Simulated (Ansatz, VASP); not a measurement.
# NaCaSCl in two plane-wave programs, part 2 of 2

Wanted: the spread between two codes on one cell, functional and k mesh. The cell is generated by rule, not measured, and may not be a known phase. The cell is taken from a series of runs on this material, whose earlier steps may have relaxed, scaled, displaced or heated it; both programs get it as it stands.

VASP 6.6.1 and Ansatz 0.2.0.

So far: The starting structure; Ansatz: relaxation of cell and atoms, PBE; VASP: relaxation of cell and atoms, PBE.

## Step 3: VASP: relaxation of cell and atoms, PBE (continued)

Level of this step: PBE; plane waves and PAW (Ca_sv, Cl, Na_pv, S); invented cell (VASP).

Numbers of over 12 decimals in the logs are rounded to 6 here.

From OUTCAR (step 3):

```text
ion  position               nearest neighbor table
   1  0.000  0.000  0.503-   8 2.83   7 2.85   7 2.85   7 2.85   7 2.85   4 2.92
   2  0.500  0.500  0.747-   7 2.83   8 2.85   8 2.85   8 2.85   8 2.85   3 2.92
   3  0.500  0.500  0.002-   2 2.92
   4  0.000  0.000  0.248-   1 2.92
   5  0.000  0.000  0.997-
   6  0.500  0.500  0.253-
   7  0.500  0.500  0.500-   2 2.83   1 2.85   1 2.85   1 2.85   1 2.85
   8  0.000  0.000  0.750-   1 2.83   2 2.85   2 2.85   2 2.85   2 2.85

  LATTYP: Found a simple tetragonal cell.
 ALAT       =     4.0264357177
 C/A-ratio  =     2.8433656471

 Subroutine GETGRP returns: Found 16 space group operations
 (whereof  8 operations were pure point group operations)

The static configuration has the point symmetry C_4v.
 The point group associated with its full space group is D_4h.

 Found     30 irreducible k-points:

   k-points           NKPTS =     30   k-points in BZ     NKDIM =     30   number of bands    NBANDS=     38

   dimension x,y,z NGX =    30 NGY =   30 NGZ =   84
   dimension x,y,z NGXF=    60 NGYF=   60 NGZF=  168

   ENCUT  =  500.0 eV  36.75 Ry    6.06 a.u.   7.34  7.34 20.87*2*pi/ulx,y,z

   NELECT =      60.0000    total number of electrons

 k-points in reciprocal lattice and weights: Automatic mesh
   0.00000000  0.00000000  0.00000000       0.008
   0.12500000  0.00000000  0.00000000       0.031
   0.25000000  0.00000000  0.00000000       0.031
   0.37500000  0.00000000  0.00000000       0.031
   0.50000000  0.00000000  0.00000000       0.016
   0.12500000  0.12500000  0.00000000       0.031
   0.25000000  0.12500000  0.00000000       0.062
   0.37500000  0.12500000  0.00000000       0.062
   0.50000000  0.12500000  0.00000000       0.031
[...]
0.50000000  0.37500000  0.50000000       0.031
   0.50000000  0.50000000  0.50000000       0.008

 average (electrostatic) potential at core
       1 -46.2680       2 -46.2680       3 -93.0937       4 -93.0937       5 -46.7399
       6 -46.7399       7 -87.4596       8 -87.4595

 E-fermi :   3.2196

 k-point     1 :       0.0000    0.0000    0.0000
  band No.  band energies     occupation
    ...
     26       1.2893      2.00000
     27       1.4234      2.00000
     28       1.4234      2.00000
     29       1.8177      2.00000
     30       1.8177      2.00000
     31       4.6214      0.00000
     32       5.2229      0.00000
     33       5.5117      0.00000
     34       6.7146      0.00000
     35       6.7146      0.00000
    ...

 k-point     2 :       0.1250    0.0000    0.0000
  band No.  band energies     occupation
    ...
     26       0.9482      2.00000
     27       1.3298      2.00000
     28       1.3493      2.00000
     29       1.4035      2.00000
     30       1.6715      2.00000
     31       5.0045      0.00000
     32       5.5240      0.00000
     33       5.8194      0.00000
     34       6.6540      0.00000
     35       6.7884      0.00000
    ...

 k-point     3 :       0.2500    0.0000    0.0000
  band No.  band energies     occupation
    ...
     26       0.2724      2.00000
     27       0.7987      2.00000
     28       1.1276      2.00000
     29       1.2235      2.00000
     30       1.3571      2.00000
     31       5.8280      0.00000
     32       6.1662      0.00000
     33       6.4306      0.00000
     34       6.6535      0.00000
     35       7.0059      0.00000
    ...

  Total        0.0006681      0.0006681      0.0266507      0.0000000      0.0000000      0.0000000
  in kB        0.0057619      0.0057619      0.2298454      0.0000000      0.0000000      0.0000000
  external PRESSURE =       0.0804564 kB  Pullay stress =       0.0000000 kB

  energy-cutoff  :      500.00
  volume of cell :      185.77
      direct lattice vectors                 reciprocal lattice vectors
     2.847695478  2.847695478  0.000000000     0.175580572  0.175580572 -0.000000000
    -2.847695478  2.847695478  0.000000000    -0.175580572  0.175580572  0.000000000
     0.000000000  0.000000000 11.454249378    -0.000000000 -0.000000000  0.087303844

 POSITION                                       TOTAL-FORCE (eV/Angst)
 -----------------------------------------------------------------------------------
      0.00000      5.69539      5.76180        -0.000000     -0.000000     -0.001795
      0.00000      2.84770      8.55602         0.000000      0.000000      0.001795
      0.00000      2.84770      0.02074         0.000000      0.000000      0.004756
      0.00000      0.00000      2.84282        -0.000000     -0.000000     -0.004756
     -2.84770      2.84770     11.42064        -0.000000     -0.000000     -0.000228
      0.00000      2.84770      2.89717         0.000000      0.000000      0.000228
      0.00000      2.84770      5.72358        -0.000000     -0.000000     -0.004442
      0.00000      0.00000      8.59423         0.000000      0.000000      0.004442
 -----------------------------------------------------------------------------------
    total drift:                               -0.000000      0.000000      0.000549

  FREE ENERGIE OF THE ION-ELECTRON SYSTEM (eV)
  ---------------------------------------------------
  free  energy   TOTEN  =       -34.1061545250 eV

  energy  without entropy=      -34.1061545250  energy(sigma->0) =      -34.10615453

 reached required accuracy - stopping structural energy minimisation

 total charge
# of ion       s       p       d       tot
------------------------------------------
    1        2.031   5.855   0.232   8.118
    2        2.031   5.855   0.232   8.118
    3        1.589   3.580   0.000   5.169
    4        1.589   3.580   0.000   5.169
    5        0.044   5.979   0.000   6.023
    6        0.044   5.979   0.000   6.023
    7        1.313   2.469   0.000   3.782
    8        1.313   2.469   0.000   3.782
--------------------------------------------------
tot          9.954  35.764   0.464  46.182

[... 3 further parts left out ...]
```

CONTCAR:

```
NaCaSCl
   1.00000000000000
     2.8476954775722749    2.8476954775722749    0.0000000000000000
    -2.8476954775722749    2.8476954775722749    0.0000000000000000
     0.0000000000000000    0.0000000000000000   11.4542493780967014
  Ca              Cl              Na              S
     2     2     2     2
Direct
     1.0000000000000000    1.0000000000000000    0.5030268582440529
     0.5000000000000000    0.5000000000000000    0.7469731198559471
     0.5000000000000000    0.5000000000000000    0.0018106739341471
     0.0000000000000000    0.0000000000000000    0.2481893042658547
     0.0000000000000000    1.0000000000000000    0.9970658721765364
     0.5000000000000000    0.5000000000000000    0.2529341059234635
     0.5000000000000000    0.5000000000000000    0.4996908358128864
     0.0000000000000000    0.0000000000000000    0.7503090549871116
```

The run keeps the 16 symmetry operations of its start, so it cannot find a distortion of lower symmetry.

## Step 4: Differences

Known differences besides the potentials themselves: fixed occupations in Ansatz, narrow Gaussian smearing in VASP; the data sets hold 64 valence electrons in Ansatz (on its default PAW (the set named soft_2) files) and 60 in VASP; the cutoff is 420 eV in Ansatz and 500 eV in VASP; Ansatz adds a Pulay correction to the stress that steers its cell, VASP none. Total energies have different zeros and are not compared.

The two programs side by side:

```csv
quantity,Ansatz,VASP,difference
volume (Å³),185.66,185.77,-0.06 %
"edge a after relaxation, in the typed setting (Å)",4.026,4.027,-0.04 %
"edge c after relaxation, in the typed setting (Å)",11.457,11.454,+0.02 %
```

## Step 5: Summary of results

```yaml
difference_in_volume_relaxation_of_cell_and_atoms_pbe: -0.064 %
```

**Reading.** The difference in volume is -0.064 % (relaxation of cell and atoms, PBE), within the 1.2 % picked in this series as the mark of a large difference, as far as the stopping tolerances let one tell. The data sets hold unlike numbers of valence electrons (64 in Ansatz and 60 in VASP), so part of the differences comes from the potentials. 1 further run of this series is not shown here. Such differences can come from data sets, numerical settings and the points named under the comparisons, not from the functional's error against experiment.

[Lines on the potential files, build, host, timing and source positions are cut from VASP's logs without a mark.]

[Logs are printed without paths, hosts, clocks, repeated set-up lines and the standing remarks that a program may print on its own settings, such as how far it seeks lower states.]

[Hosts, paths, dates, database ids (printed as entryN), source tags and the programs' standing remarks are cut or masked in the printed files.]
